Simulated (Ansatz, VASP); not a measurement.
**Ti (Titanium) in two plane-wave programs**

One calculation is typed for both programs; each brings its own data sets. How far apart do they land? The cell is taken from a series of runs on this material, whose earlier steps may have relaxed, scaled, displaced or heated it; both programs get it as it stands.

Main program and level: Ansatz 0.2.0; plane waves, with VASP 6.6.1 beside it; relaxation of cell and atoms at PBE.

## (1) The starting structure

Symmetry: P6_3/mmc, No. 194, hexagonal system. The conventional cell has a = 2.936 Å, b = 2.936 Å, c = 4.657 Å, α = 90.00°, β = 90.00°, γ = 120.00°. Nearest to Ti lie 12 Ti at 2.88 to 2.94 Å.

## (2) Ansatz: relaxation of cell and atoms, PBE

Ansatz runs on norm-conserving files, of PseudoDojo where its log says so.

The relaxed volume is the usual yardstick between codes: in a stiff, nearly cubic crystal its relative difference is about their pressure difference at one cell divided by the bulk modulus.

Input file input.yaml:

```yaml
crystal:
  lattice:
    - [2.9363936689, 0.0, 0.0]
    - [-1.4681968344, 2.5429915127, 0.0]
    - [0.0, 0.0, 4.6567688025]
  atoms:
    - { symbol: Ti, position: [0.3333333333, 0.6666666667, 0.25] }
    - { symbol: Ti, position: [0.6666666667, 0.3333333333, 0.75] }
kpoints:
  mp_grid: { grid: [12, 12, 6] }
hamiltonian:
  xc: pbe
  pseudopotentials: { kind: nc, accuracy: standard }
scf:
  occupations: { method: methfessel_paxton, width: 0.2 }
output:
  forces: true
  stress: true
  eigenvalues: true
relax:
  adjacent_minimum: "off"
  f_tol: 0.001
  max_steps: 60
  cell: { stress_tol: 0.01 }
```

Run with:

```console
$ ansatz run input.yaml --threads 16 --pin off --max-ram 92160MiB --backend cuda --events-out ev --progress --plain --runs-dir out --max-vram 78GiB
```

Numbers of over 12 decimals in the logs are rounded to 6 here.

Output:

```text
Engine: ansatz 0.2.0, aarch64-unknown-linux-gnu
Pseudopotentials: kind: nc
Pseudopotential: Ti, nc, valence charge 12, recommended cutoff 1142.878222 eV (normal), Ti.nc.azcp (PseudoDojo's, or run here from an input of PseudoDojo's; its table is named by hamiltonian.pseudopotentials.accuracy)
Functional definition: PBE
  parameter kappa = 0.804
  parameter beta = 0.066725
  exchange = pbe_x(kappa = kappa, mu = beta*pi^2/3)
  correlation = pbe_c(beta = beta)
[...]
Crystal: 2 atoms, lattice volume = 34.773 Å³
Basis set: ecut = 1142.878222 eV, 3007 PW (Γ), exchange–correlation on 72×72×108 points (8 copies of the dense FFT grid, shifted against one another)
Bands: 16, of which v1, the nominal top of the filled ones, is band 12 counted from 1 (11 counted from 0)
Symmetry: 24 space group operations
Space group: P63/mmc (ITA 194), of the structure as read, at distance tolerance 3.3e-5 Å
k-points: 76 of 864
Non-local potential: Ti, projectors of the file, l = 0: 2, l = 1: 2, l = 2: 2
Initial density: superposition of atomic densities (chi_scale 0.1, normalization cell)
Initial wavefunctions: pseudopotential atomic-orbital guess
[...]
Functional: x = pbe(κ = 0.804, μ = 0.219515), c = pbe(β = 0.066725)
SCF iter   1: F=—  HF=-3230.645472 eV  |F-HF|=—  |Δ(HF+E_count)|=         —  Δρ=5.93e-2  dr2=1.19e0  ethr=3.10e-3  ⟨swp⟩=3.6  Hψ=4632  notcnv=0
preconditioner: auto → none  [metal: Δε(μ)=0.015 eV  Ē_g=3.129 eV  σ=0.200 eV  W_gap=0.06  n_scr=8 (ndim 8)  ℏωp=17.8 eV  f_vac=0.000  D(μ)=1.72/eV (n_scr^D=22)  sad-step TF]
SCF iter   2: F=—  HF=-3230.327935 eV  |F-HF|=—  |Δ(HF+E_count)|=   3.18e-1  S|Δr|=    0.00e0  Δρ=2.41e-2  dr2=1.93e-1  ethr=3.10e-3  ⟨swp⟩=3.2  Hψ=2666  notcnv=0
[...]
SCF iter   6: F=-3230.283387 eV  HF=-3230.283387 eV  |F-HF|=2.45e-8  |Δ(HF+E_count)|=   6.90e-7  S|Δr|=    0.00e0  Δρ=1.76e-5  dr2=3.66e-8  ethr=4.17e-10  ⟨swp⟩=7.1  Hψ=7498  notcnv=0
SCF 1 converged in 6 iterations: F = -3230.283387 eV  dr2 = 3.66e-8
relax step   1: F+E_penalty+E_count = -3230.28338724 eV  Δ(F+E_penalty+E_count) = +0.000e0 eV  max|allowed force component| = 7.031e-16 eV/Å  Δτ_max = 0.0000 Å  P = +0.082 GPa  Ω = 34.773 Å³  (6 SCF iters, dr2 threshold 1.00e-7 eV, accepted)
[...]
relax step   2: F+E_penalty+E_count = -3230.28339099 eV  Δ(F+E_penalty+E_count) = -3.749e-6 eV  max|allowed force component| = 9.252e-17 eV/Å  Δτ_max = 0.0000 Å  P = -0.108 GPa  Ω = 34.833 Å³  energy of the carried Pulay correction = -5.132e-6 eV  (4 SCF iters, dr2 threshold 4.28e-8 eV, accepted)
[...]
relax step   3: F+E_penalty+E_count = -3230.28340507 eV  Δ(F+E_penalty+E_count) = -1.408e-5 eV  max|allowed force component| = 4.441e-16 eV/Å  Δτ_max = 0.0000 Å  P = -0.009 GPa  Ω = 34.802 Å³  energy of the carried Pulay correction = -2.456e-6 eV  (3 SCF iters, dr2 threshold 3.24e-8 eV, accepted)
[...]
relax step   4: F+E_penalty+E_count = -3230.28340548 eV  Δ(F+E_penalty+E_count) = -4.045e-7 eV  max|allowed force component| = 5.181e-16 eV/Å  Δτ_max = 0.0000 Å  P = -0.001 GPa  Ω = 34.799 Å³  energy of the carried Pulay correction = -2.245e-6 eV  (3 SCF iters, dr2 threshold 9.08e-10 eV, accepted)
[...]
relax step   5: F+E_penalty+E_count = -3230.28340759 eV  Δ(F+E_penalty+E_count) = -2.119e-6 eV  max|allowed force component| = 7.031e-16 eV/Å  Δτ_max = 0.0000 Å  P = -0.001 GPa  Ω = 34.799 Å³  stress off target by 4.37e-3 GPa  SCF on the basis re-selected at this cell (its energy is not comparable with the rows above)  (4 SCF iters)
basis re-selected at this cell: Δ(F+E_penalty+E_count) = -2.119e-6 eV, ΔP = +0.000 GPa vs the last step (what re-selecting the basis moved, of the pressure what is left beyond the Pulay correction that the steps carried, after the strain that the cell walked since its last selection, with what the two solves' SCF thresholds leave and, on support functions, any second-order correction that the steps lacked; it is no m [...]
SCF converged after 4 iterations
Stability not checked: this state was not tested for a lower state beside it, because cold or Methfessel-Paxton smearing, or corrected tetrahedra, fill the levels in a way that the test cannot read (fill_not_monotonic; see scf.lower_state_search)
Free energy (F): -3230.283408 eV
Harris-Foulkes:  -3230.283408 eV  (|F-HF|=4.55e-13)
Internal energy: -3230.286856 eV  (E = F + TS)
E sigma→0 (E₀):  -3230.284270 eV
Entropy (-TS):   0.003448 eV (1.724 meV/atom)
Fermi energy:    13.403088 eV
--- Per-component energies (eV) ---
  E_band       = -315.290065
  E_kinetic    = 1278.053044
  E_local      = -2414.143040  (includes V_loc(G=0)·N_el)
  E_nonlocal   = 31.916854
  E_hartree    = 659.463353
  E_xc         = -474.776937
  E_vxc        = -530.043654  (∫ρ·V_xc dr)
  E_ewald      = -2310.800130
  E_smearing   = 0.003448  (= −TS)
  E_closure    = -0.000000  (closes the sum)
  Σ components = -3230.283408   (vs F -3230.283408, Δ=0.00e0)
--- Forces (eV/Å), atoms counted from 1 ---
  atom   1  Ti    -0.00000000    -0.00000000     0.00000000
  atom   2  Ti     0.00000000     0.00000000    -0.00000000
  max |Σ_I F_I| component: 3.33e-16 eV/Å
--- Stress (GPa, compression-positive) ---
        0.000777      -0.000000       0.000000
        0.000000       0.000777      -0.000000
        0.000000      -0.000000      -0.004367
  P = ⅓ Tr σ = -0.0009 GPa (-0.009 kbar)
--- Band table (eV; the first three rows and the last of 76) ---
  k-point 0: bands = [... 8 lower, 7.1949, 10.6995, 14.1304, 14.1614, 14.1614, 14.2739, 14.6609, 14.6609]
  k-point 1: bands = [... 8 lower, 7.4275, 10.5683, 13.7788, 14.0662, 14.0662, 14.1459, 14.5386, 14.5386]
  k-point 2: bands = [... 8 lower, 8.0877, 10.0103, 13.3771, 13.8197, 13.9893, 13.9893, 14.2828, 14.2828]
  k-point 75: bands = [... 8 lower, 12.1361, 12.1361, 12.3083, 12.3083, 13.1590, 13.1590, 15.0626, 15.0626]
--- Relaxed structure (4 steps of the walk, 4 accepted, 1 SCFs on fresh bases) ---
  F+E_penalty+E_count = -3230.28340759 eV   max|allowed force component| = 7.031e-16 eV/Å   (the final SCF, on the basis selected at the relaxed cell)
  cell:  # Å, volume = 34.7993 Å³
    - [2.938377, -2.8886967347981617e-11, 0]
    - [-1.469189, 2.544709, 0]
    - [0, 0, 4.653981]
  atoms:
    - { symbol: Ti, position: [0.333333, 0.666667, 0.250000] }
    - { symbol: Ti, position: [0.666667, 0.333333, 0.750000] }
```

In the SCF lines HF is the Harris–Foulkes energy and dr2 the Hartree energy of the density residual, in eV; the loop may stop once dr2 is under the threshold and the program's other checks hold. Hψ counts applications of the Hamiltonian.

## (3) VASP: relaxation of cell and atoms, PBE

The same cell, functional, mesh and smearing now go to VASP, with its own data sets.

Lines of VASP's logs that name or quote its potential files are left out, and so is its time.

Input file INCAR:

```
SYSTEM = Ti
PREC = Accurate
ENCUT = 500
EDIFF = 1E-07
NELM = 120
ISMEAR = 1
SIGMA = 0.2
LREAL = .FALSE.
ALGO = Normal
GGA = PE
NBANDS = 18
LASPH = .TRUE.
LORBIT = 11
LWAVE = .FALSE.
LCHARG = .FALSE.
ISIF = 3
IBRION = 2
NSW = 80
EDIFFG = -0.005
GGA_COMPAT = .FALSE.
NELMIN = 4
KPAR = 2
```

Input file POSCAR:

```
Ti
1.0
    2.9363940000      0.0000000000      0.0000000000
   -1.4681970000      2.5429920000      0.0000000000
    0.0000000000      0.0000000000      4.6567690000
Ti
2
Direct
    0.3333333334      0.6666666668      0.2500000000
    0.6666666668      0.3333333334      0.7500000000
```

Input file KPOINTS:

```
Automatic mesh
0
Gamma
12 12 6
0 0 0
```

The projector-augmented-wave data sets are Ti_sv (PBE family, release 64).

Run with:

```console
$ mpirun -np 2 vasp_std
```

Output:

```text
[banner, memory and clock lines left out]
running    2 mpi-ranks, on    1 nodes
 distrk:  each k-point on    1 cores,    2 groups
 distr:  one band on    1 cores,    1 groups

 POSCAR found type information on POSCAR Ti
 POSCAR found :  1 types and       2 ions
 LDA part: xc-table for (Slater+PW92), standard interpolation
 POSCAR, INCAR and KPOINTS ok, starting setup
 FFT: planning ... GRIDC
 FFT: planning ... GRID_SOFT
 FFT: planning ... GRID
 WAVECAR not read
 entering main loop
       N       E                     dE             d eps       ncg     rms          rms(c)
DAV:   1     0.256194060351E+03    0.25619E+03   -0.13013E+04  2736   0.162E+03
DAV:   2     0.120906895716E+02   -0.24410E+03   -0.24100E+03  2780   0.450E+02
DAV:   3    -0.165055327008E+02   -0.28596E+02   -0.28337E+02  5196   0.127E+02
DAV:   4    -0.176958333246E+02   -0.11903E+01   -0.11874E+01  3080   0.270E+01
DAV:   5    -0.177592718004E+02   -0.63438E-01   -0.63426E-01  4276   0.431E+00    0.118E+01
DAV:   6    -0.156645076783E+02    0.20948E+01   -0.78407E+00  3216   0.292E+01    0.298E+00
DAV:   7    -0.156503117945E+02    0.14196E-01   -0.76095E-01  4146   0.669E+00    0.205E+00
DAV:   8    -0.156779243132E+02   -0.27613E-01   -0.21627E-01  3188   0.555E+00    0.711E-01
DAV:   9    -0.156688427549E+02    0.90816E-02   -0.52491E-02  3252   0.237E+00    0.646E-02
DAV:  10    -0.156691094615E+02   -0.26671E-03   -0.26316E-03  4034   0.354E-01    0.884E-02
DAV:  11    -0.156691623953E+02   -0.52934E-04   -0.19634E-04  3228   0.106E-01    0.306E-02
DAV:  12    -0.156691511843E+02    0.11211E-04   -0.38404E-05  3526   0.483E-02    0.577E-03
DAV:  13    -0.156691530783E+02   -0.18940E-05   -0.84478E-07  3314   0.856E-03    0.104E-03
DAV:  14    -0.156691536153E+02   -0.53702E-06   -0.21412E-07  2298   0.389E-03    0.699E-04
DAV:  15    -0.156691537847E+02   -0.16940E-06   -0.42622E-08  1570   0.190E-03    0.862E-05
DAV:  16    -0.156691538351E+02   -0.50337E-07   -0.14018E-08  1508   0.103E-03
   1 F= -.15669154E+02 E0= -.15670344E+02  d E =-.156692E+02
[...]
2 F= -.15669205E+02 E0= -.15670366E+02  d E =-.515707E-04
[...]
3 F= -.15669256E+02 E0= -.15670429E+02  d E =-.102646E-03
 curvature:  -0.29 expect dE=-0.242E-05 dE for cont linesearch -0.617E-09
 trial: gam= 0.02110 g(F)=  0.353E-46 g(S)=  0.827E-05 ort = 0.860E-06 (trialstep = 0.917E+00)
 search vector abs. value=  0.847E-05
 bond charge predicted
       N       E                     dE             d eps       ncg     rms          rms(c)
DAV:   1    -0.156692889022E+02   -0.32357E-04   -0.14363E-03  2936   0.525E-01    0.396E-02
DAV:   2    -0.156692685566E+02    0.20346E-04   -0.91210E-05  2758   0.107E-01    0.195E-02
DAV:   3    -0.156692619012E+02    0.66554E-05   -0.22691E-05  3592   0.459E-02    0.288E-03
DAV:   4    -0.156692619410E+02   -0.39740E-07   -0.21116E-06  3004   0.193E-02    0.143E-03
DAV:   5    -0.156692619905E+02   -0.49527E-07   -0.94396E-08  1754   0.294E-03
   4 F= -.15669262E+02 E0= -.15670424E+02  d E =-.550976E-05
 trial-energy change:   -0.000006  1 .order   -0.000005   -0.000008   -0.000003
 step:   1.4784(harm=  1.4784)  dis= 0.00000  next Energy=   -15.669263 (dE=-0.613E-05)
 reached required accuracy - stopping structural energy minimisation
```

OUTCAR, selected parts (step 3):

```text
ion  position               nearest neighbor table
   1  0.333  0.667  0.250-   2 2.88   2 2.88   2 2.88   2 2.88   2 2.88   2 2.88
   2  0.667  0.333  0.750-   1 2.88   1 2.88   1 2.88   1 2.88   1 2.88   1 2.88

  LATTYP: Found a hexagonal cell.
 ALAT       =     2.9363940000
 C/A-ratio  =     1.5858801646

 Subroutine GETGRP returns: Found 24 space group operations
 (whereof 12 operations were pure point group operations)

The static configuration has the point symmetry D_3d.
 The point group associated with its full space group is D_6h.

 Found     76 irreducible k-points:

   k-points           NKPTS =     76   k-points in BZ     NKDIM =     76   number of bands    NBANDS=     18

   dimension x,y,z NGX =    24 NGY =   24 NGZ =   36
   dimension x,y,z NGXF=    48 NGYF=   48 NGZF=   72

   ENCUT  =  500.0 eV  36.75 Ry    6.06 a.u.   5.35  5.35  8.49*2*pi/ulx,y,z

   NELECT =      24.0000    total number of electrons

 k-points in reciprocal lattice and weights: Automatic mesh
   0.00000000  0.00000000  0.00000000       0.001
   0.08333333  0.00000000  0.00000000       0.007
   0.16666667 -0.00000000  0.00000000       0.007
   0.25000000 -0.00000000  0.00000000       0.007
   0.33333333  0.00000000  0.00000000       0.007
   0.41666667 -0.00000000  0.00000000       0.007
   0.50000000 -0.00000000  0.00000000       0.003
   0.08333333  0.08333333  0.00000000       0.007
   0.16666667  0.08333333  0.00000000       0.014
[...]
0.33333333  0.25000000  0.50000000       0.014
   0.33333333  0.33333333  0.50000000       0.002

 average (electrostatic) potential at core
       1 -72.4436       2 -72.4436

 E-fermi :   8.3755

 k-point     1 :       0.0000    0.0000    0.0000
  band No.  band energies     occupation
    ...
      6     -24.3849      2.00000
      7     -24.3462      2.00000
      8     -24.3462      2.00000
      9       2.1396      2.00000
     10       5.6604      2.00000
     11       9.1257     -0.00000
     12       9.1302     -0.00000
     13       9.1302     -0.00000
     14       9.2379     -0.00000
     15       9.6289     -0.00000
    ...

 k-point     2 :       0.0833    0.0000    0.0000
  band No.  band energies     occupation
    ...
      6     -24.3915      2.00000
      7     -24.3788      2.00000
      8     -24.3503      2.00000
      9       2.3347      2.00000
     10       5.8140      2.00000
     11       8.7642     -0.01909
     12       8.8042     -0.00977
     13       9.2677     -0.00000
     14       9.4693     -0.00000
     15       9.5492     -0.00000
    ...

 k-point     3 :       0.1667   -0.0000    0.0000
  band No.  band energies     occupation
    ...
      8     -24.3623      2.00000
      9       2.8957      2.00000
     10       6.2099      2.00000
     11       8.0772      2.05607
     12       8.3399      1.29583
     13       9.2673     -0.00000
     14       9.6177     -0.00000
     15       9.6525     -0.00000
     16       9.6632     -0.00000
     17       9.8514     -0.00000
    ...

  Total        0.0051218      0.0051218     -0.0029926     -0.0000000     -0.0000000      0.0000000
  in kB        0.2366506      0.2366506     -0.1382740     -0.0000000     -0.0000000      0.0000000
  external PRESSURE =       0.1116757 kB  Pullay stress =       0.0000000 kB

  energy-cutoff  :      500.00
  volume of cell :       34.68
      direct lattice vectors                 reciprocal lattice vectors
     2.934623721 -0.000000000  0.000000000     0.340759189  0.196737394  0.000000000
    -1.467311860  2.541458893 -0.000000000     0.000000000  0.393474788  0.000000000
     0.000000000 -0.000000000  4.649303138     0.000000000  0.000000000  0.215085997

 POSITION                                       TOTAL-FORCE (eV/Angst)
 -----------------------------------------------------------------------------------
      0.00000      1.69431      1.16233        -0.000000      0.000000      0.000000
      1.46731      0.84715      3.48698         0.000000     -0.000000      0.000000
 -----------------------------------------------------------------------------------
    total drift:                               -0.000000     -0.000000      0.000000

  FREE ENERGIE OF THE ION-ELECTRON SYSTEM (eV)
  ---------------------------------------------------
  free  energy   TOTEN  =       -15.6692619905 eV

  energy  without entropy=      -15.6727488408  energy(sigma->0) =      -15.67042427

 reached required accuracy - stopping structural energy minimisation

 total charge
# of ion       s       p       d       tot
------------------------------------------
    1        2.250   6.122   1.880  10.251
    2        2.250   6.122   1.880  10.251
--------------------------------------------------
tot          4.500  12.243   3.760  20.503

[... 3 further parts left out ...]
```

CONTCAR:

```
Ti
   1.00000000000000
     2.9346237206295673   -0.0000000000000000    0.0000000000000000
    -1.4673118603147837    2.5414588927306196   -0.0000000000000000
     0.0000000000000000   -0.0000000000000000    4.6493031382118959
  Ti
     2
Direct
     0.3333333333999988    0.6666666667999976    0.2500000000000000
     0.6666666667999976    0.3333333333999988    0.7500000000000000
```

## (4) Side by side

Known differences besides the potentials themselves: the cutoff is 1142.88 eV in Ansatz and 500 eV in VASP; Ansatz adds a Pulay correction to the stress that steers its cell, VASP none. Total energies have different zeros and are not compared.

The two programs side by side:

| quantity | Ansatz | VASP | difference |
| --- | --- | --- | --- |
| volume (Å³) | 34.80 | 34.68 | +0.36 % |
| edge a after relaxation, in the typed setting (Å) | 2.938 | 2.935 | +0.13 % |
| edge c after relaxation, in the typed setting (Å) | 4.654 | 4.649 | +0.10 % |

## (5) What came out

```
difference in volume (relaxation of cell and atoms, PBE) : 0.36 %
```

**Reading.** The difference in volume is 0.36 % (relaxation of cell and atoms, PBE), within the 1.2 % picked in this series as the mark of a large difference, as far as the stopping tolerances let one tell. 3 further runs of this series are not shown here. How closely two codes agree says nothing of how well the functional describes the real material.

[Lines on the potential files, build, host, timing and source positions are cut from VASP's logs without a mark.]

[Logs are printed without paths, hosts, clocks, repeated set-up lines and the standing remarks that a program may print on its own settings, such as how far it seeks lower states.]

[Hosts, paths, dates, database ids (printed as entryN), source tags and the programs' standing remarks are cut or masked in the printed files.]
